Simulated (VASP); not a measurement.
Input:

```
TiN
1.0
    0.00000     2.10398     2.10398
    2.10398     0.00000     2.10398
    2.10398     2.10398     0.00000
Ti N
1 1
Cartesian
  0.00000   0.00000   0.00000
  2.10398   2.10398   2.10398
```

The numbers are results of PBE GGA with D3 dispersion (Becke-Johnson damping), VASP's PBE PAW potentials (set 64) (plane waves; VASP), not measurements. Run with 520 eV cut-off, 17×17×17 Γ-centred mesh, tetrahedra with Blöchl corrections, potentials Ti_sv N.

**Question.** What does the run give for the energy per atom (σ→0), band gap (on the k-mesh) with the smallest direct gap where there is one?

**Answer.** 
| Quantity | Value |
|---|---|
| band gap (on the k-mesh) | none (metal, semimetal or under 0.01 eV) |
| energy per atom (σ→0) | -10.291 eV/atom |

The compound is TiN in the rock salt structure. It was relaxed first. The electron count is odd and the run is not spin-polarised, which forces a metal.
